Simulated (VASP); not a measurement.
```yaml
crystal:
  lattice:
    - [0.00000, 3.18779, 3.18779]
    - [3.18779, 0.00000, 3.18779]
    - [3.18779, 3.18779, 0.00000]
  atoms:
    - { symbol: Sr, position: [0.00000, 0.00000, 0.00000] }
    - { symbol: Te, position: [0.50000, 0.50000, 0.50000] }
```

These are PBEsol GGA, VASP's PBE PAW potentials (set 64) (plane waves; VASP) values and carry that method's errors. Numerical set-up: 500 eV cut-off, 7×7×7 Γ-centred mesh, Gaussian smearing of 0.050 eV, potentials Sr_sv Te.

**Question.** Estimate the energy per atom (σ→0), pressure.

**Answer.** 
```yaml
energy per atom (σ→0): -4.363 eV/atom
pressure: 4.99 GPa
```

The compound is SrTe in the rock salt structure. It was relaxed first under an external pressure of 5 GPa.
